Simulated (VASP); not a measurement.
Method: PBE GGA, VASP's PBE PAW potentials (set 64) (plane waves; VASP).

A VASP calculation is set up with these files.

**KPOINTS**
```
k-points along high-symmetry lines
10
Line-mode
Reciprocal
  0.000000   0.000000   0.000000 ! GAMMA
  0.000000   0.000000   0.500000 ! X

  0.000000   0.000000   0.500000 ! X
  0.250000   0.250000   0.250000 ! P

  0.250000   0.250000   0.250000 ! P
  0.000000   0.500000   0.000000 ! N

  0.000000   0.500000   0.000000 ! N
  0.000000   0.000000   0.000000 ! GAMMA

  0.000000   0.000000   0.000000 ! GAMMA
  0.500000   0.500000  -0.500000 ! M

  0.500000   0.500000  -0.500000 ! M
  0.312305   0.687695  -0.312305 ! S

 -0.312305   0.312305   0.312305 ! S_0
  0.000000   0.000000   0.000000 ! GAMMA

  0.000000   0.000000   0.500000 ! X
 -0.124609   0.124609   0.500000 ! R

  0.500000   0.500000  -0.124609 ! G
  0.500000   0.500000  -0.500000 ! M
```

INCAR:
```
SYSTEM = ZnCu2SnS4
PREC = Accurate; ENCUT = 400; LREAL = .FALSE.
LASPH = .TRUE.; ICHARG = 11
EDIFF = 1E-6; NELM = 100; ALGO = Normal
LMAXMIX = 4
ISMEAR = 0; SIGMA = 0.05
GGA = PE
LWAVE = .FALSE.; LCHARG = .FALSE.
```

POSCAR:
```
ZnCu2SnS4
1.0
 -2.7343424253   2.7343424701   5.4633148162
  2.7343424253  -2.7343424701   5.4633148162
  2.7343424701   2.7343424253  -5.4633148162
Cu Zn Sn S
2 1 1 4
Cart
  2.7343424253  -2.7343424701   5.4633148162
  0.0000000224   2.7343424477   2.7316574081
  2.7343424477  -0.0000000224   2.7316574081
  0.0000000000   0.0000000000   5.4633148162
  1.4117573433   1.4528013591   4.0498357993
  1.3225851268   1.2815410662  -1.4134790169
  1.4528013591  -1.4117573433   6.8767938331
  1.2815411110   4.1460997686   1.4134790169
```

POTCAR, in this order: Cu Zn Sn_d S (PBE.64 set). Program: vasp_std. Read from the step before: CHGCAR.

Output

**OUTCAR**
```
 ion  position               nearest neighbor table
   1  0.000  0.000  0.000-   5 2.32   7 2.32   8 2.32   6 2.32
   2  0.750  0.250  0.500-   8 2.32   7 2.32   5 2.32   6 2.32
   3  0.250  0.750  0.500-   6 2.37   8 2.37   7 2.37   5 2.37
   4  0.500  0.500  0.000-   7 2.47   5 2.47   6 2.47   8 2.47
   5  0.636  0.629  0.524-   2 2.32   1 2.32   3 2.37   4 2.47
   6  0.105  0.112  0.476-   2 2.32   1 2.32   3 2.37   4 2.47
   7  0.371  0.895  0.008-   2 2.32   1 2.32   3 2.37   4 2.47
   8  0.888  0.364  0.992-   2 2.32   1 2.32   3 2.37   4 2.47
  LATTYP: Found a body centered tetragonal cell.
 ALAT       =     5.4686848954
 C/A-ratio  =     1.9980360619
 Subroutine PRICEL returns:
 Original cell was already a primitive cell.
 Subroutine GETGRP returns: Found  4 space group operations
The static configuration has the point symmetry S_4 .
The dynamic configuration has the point symmetry S_4 .
 Subroutine INISYM returns: Found  4 space group operations
   k-points           NKPTS =     90   k-points in BZ     NKDIM =     90   number of bands    NBANDS=     43
   number of dos      NEDOS =    301   number of ions     NIONS =      8
   total plane-waves  NPLWV = 110592
   dimension x,y,z NGX =    48 NGY =   48 NGZ =   48
   dimension x,y,z NGXF=    96 NGYF=   96 NGZF=   96
   ions per type =               2   1   1   4
   PREC   = accura    normal or accurate (medium, high low for compatibility)
   ISTART =      0    job   : 0-new  1-cont  2-samecut
   ICHARG =     11    charge: 1-file 2-atom 10-const
   ISPIN  =      1    spin polarized calculation?
   LNONCOLLINEAR =      F non collinear calculations
   LSORBIT =      F    spin-orbit coupling
   INIWAV =      1    electr: 0-lowe 1-rand  2-diag
   ENCUT  =  400.0 eV  29.40 Ry    5.42 a.u.  10.92 10.92 10.92*2*pi/ulx,y,z
   NELM   =    100;   NELMIN=  2; NELMDL= -5     # of ELM steps
   EDIFF  = 0.1E-05   stopping-criterion for ELM
   LREAL  =      F    real-space projection
   NLSPLINE    = F    spline interpolate recip. space projectors
   LMAXMIX     =    4 max onsite mixed and CHGCAR
   VOSKOWN=      0    Vosko Wilk Nusair interpolation
   EDIFFG = 0.1E-04   stopping-criterion for IOM
   NSW    =      0    number of steps for IOM
   NBLOCK =      1;   KBLOCK =      1    inner block; outer block
   IBRION =     -1    ionic relax: 0-MD 1-quasi-New 2-CG
   NFREE  =      0    steps in history (QN), initial steepest desc. (CG)
   ISIF   =      2    stress and relaxation
   ISYM   =      2    0-nonsym 1-usesym 2-fastsym
   TEIN   =    0.0    initial temperature
   TEBEG  =    0.0;   TEEND  =   0.0 temperature during run
   SMASS  =  -3.00    Nose mass-parameter (am)
   PSTRESS=    0.0 pullay stress
   NELECT =      72.0000    total number of electrons
   EFERMI =   0.00;   METHOD = LEGACY
   ISMEAR =     0;   SIGMA  =   0.05  broadening in eV -4-tet -1-fermi 0-gaus
   IALGO  =     38    algorithm
   LDIAG  =      T    sub-space diagonalisation (order eigenvalues)
   IMIX   =      4    mixing-type and parameters
     AMIX     =   0.40;   BMIX     =  1.00
     AMIX_MAG =   1.60;   BMIX_MAG =  1.00
     AMIN     =   0.10
   GGA     = PE    functional components
   VOSKOWN =     0    Vosko Wilk Nusair interpolation
   LHFCALC =     F    Hartree Fock is set to
   LHFONE  =     F    Hartree Fock one center treatment
   AEXX    =    0.0000 exact exchange contribution
   IVDW    =     0    specifies the selected vdW correction
   LEPSILON=     F    determine dielectric tensor
   LRPA    =     F    only Hartree local field effects (RPA)
  energy-cutoff  :      400.00
  volume of cell :      163.39
      direct lattice vectors                 reciprocal lattice vectors
    -2.734342425  2.734342470  5.463314816     0.000000001  0.182859320  0.091519529
     2.734342425 -2.734342470  5.463314816     0.182859320 -0.000000001  0.091519529
     2.734342470  2.734342425 -5.463314816     0.182859321  0.182859318  0.000000000
 k-point     1 :   0.0000 0.0000 0.0000  plane waves:    2953
 k-point     2 :   0.0000 0.0000 0.0556  plane waves:    2939
 k-point     3 :   0.0000 0.0000 0.1111  plane waves:    2953
...
```

**OSZICAR**
```
       N       E                     dE             d eps       ncg     rms          rms(c)
DAV:   1     0.656964997271E+03    0.65696E+03   -0.28083E+04  7759   0.180E+03
DAV:   2     0.793257647878E+02   -0.57764E+03   -0.56387E+03  7759   0.472E+02
DAV:   3    -0.242183521531E+02   -0.10354E+03   -0.10113E+03  9427   0.197E+02
DAV:   4    -0.315895644780E+02   -0.73712E+01   -0.73083E+01  9928   0.523E+01
DAV:   5    -0.319383773519E+02   -0.34881E+00   -0.34831E+00 11720   0.121E+01
DAV:   6    -0.319453454520E+02   -0.69681E-02   -0.69650E-02 10841   0.163E+00
DAV:   7    -0.319456118521E+02   -0.26640E-03   -0.26634E-03 11960   0.325E-01
DAV:   8    -0.319456172792E+02   -0.54271E-05   -0.54266E-05 10739   0.439E-02
DAV:   9    -0.319456174125E+02   -0.13337E-06   -0.13376E-06  7272   0.801E-03
   1 F= -.31945617E+02 E0= -.31944879E+02  d E =-.147676E-02
```

File OUTCAR:
```
 val. band max:        4.6957164128   @ k =   0.0000   0.0000   0.0000

 cond. band min:       4.7763777952   @ k =   0.0000   0.0000   0.0000



 k-point     1 :       0.0000    0.0000    0.0000
  band No.  band energies     occupation
      1     -17.5595      2.00000
      2     -17.5557      2.00000
      3     -17.5557      2.00000
      4     -17.4885      2.00000
      5     -17.4837      2.00000
      6      -9.6903      2.00000
      7      -8.2656      2.00000
      8      -8.2519      2.00000
      9      -8.2519      2.00000
     10      -3.2576      2.00000
     11      -2.3931      2.00000
     12      -2.3266      2.00000
     13      -2.3263      2.00000
     14      -2.3263      2.00000
     15      -2.2245      2.00000
     16      -0.9242      2.00000
     17      -0.3309      2.00000
     18      -0.1595      2.00000
     19       0.3325      2.00000
     20       0.3399      2.00000
     21       0.3399      2.00000
     22       0.9675      2.00000
     23       0.9675      2.00000
     24       1.4367      2.00000
     25       1.4367      2.00000
     26       1.4656      2.00000
     27       2.5777      2.00000
     28       2.6705      2.00000
     29       2.8524      2.00000
     30       3.0896      2.00000
     31       3.1124      2.00000
     32       3.1124      2.00000
     33       3.2771      2.00000
     34       4.6322      1.99720
     35       4.6322      1.99720
     36       4.6957      1.76674
     37       4.7764      0.27596
     38       6.6631      0.00000
     39       7.3839      0.00000
     40       8.3406      0.00000
     41       8.3406      0.00000
     42       9.5330      0.00000
     43       9.7239      0.00000

 k-point     2 :       0.0000    0.0000    0.0556
  band No.  band energies     occupation
      1     -17.5595      2.00000
      2     -17.5557      2.00000
      3     -17.5557      2.00000
      4     -17.4885      2.00000
      5     -17.4837      2.00000
      6      -9.6741      2.00000
...
```

The density is held fixed in this step, so its total energy and stress have no physical meaning. Unless said otherwise, spin-orbit coupling is left out, though it shifts the bands of the heavy elements here.

The structure was generated: ZnCu2SnS4 was put into the kesterite type (I-4), a phase also known from measurement. It was relaxed first.
